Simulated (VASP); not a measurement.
```xyz
2
Lattice="0.0000 2.7909 2.7909 2.8746 0.0000 2.7909 2.8746 2.7909 0.0000" Properties=species:S:1:pos:R:3 pbc="T T T"
Na     0.0000     0.0000     0.0000
Cl     2.8746     2.7909     2.7909
```

Method: r2SCAN meta-GGA, VASP's PBE PAW potentials (set 64) (plane waves; VASP). Settings: 480 eV cut-off, 8×8×8 Γ-centred mesh, Gaussian smearing of 0.050 eV, potentials Na_pv Cl.

**Question.** Give the stress tensor in GPa (positive for a compressed cell).

**Answer.** 
```
-1.45   0.00   0.00
 0.00  -0.29   0.00
 0.00   0.00  -0.29
```
The pressure is its mean diagonal, -0.68 GPa.

The compound is NaCl in the rock salt structure. This cell was strained or had an atom moved on purpose.
